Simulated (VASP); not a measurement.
Given:

```
CELL_PARAMETERS angstrom
      3.94090     0.00000     0.00000
     -1.97045     3.41292     0.00000
      0.00000     0.00000     6.72454
ATOMIC_POSITIONS crystal
  Na 0.00000 0.00000 0.02423
  Li 0.33333 0.66667 0.35473
  Zn 0.66667 0.33333 0.61366
  S  0.33333 0.66667 0.73652
  S  0.66667 0.33333 0.27086
```

Method: r2SCAN meta-GGA, VASP's PBE PAW potentials (set 64) (plane waves; VASP). Settings: 520 eV cut-off, 8×8×4 Γ-centred mesh, Gaussian smearing of 0.010 eV, potentials Na_pv Li_sv Zn S.

Question: Predict the energy per atom (σ→0).

Answer: 
| Quantity | Result |
|---|---|
| energy per atom (σ→0) | -7.438 eV/atom |

The absolute energy has meaning only against runs of the same code, potentials and settings.

The structure comes from a computed database's NaLiZnS2 entry (P3m1); how it stands against other phases isn't given here. It was relaxed first.
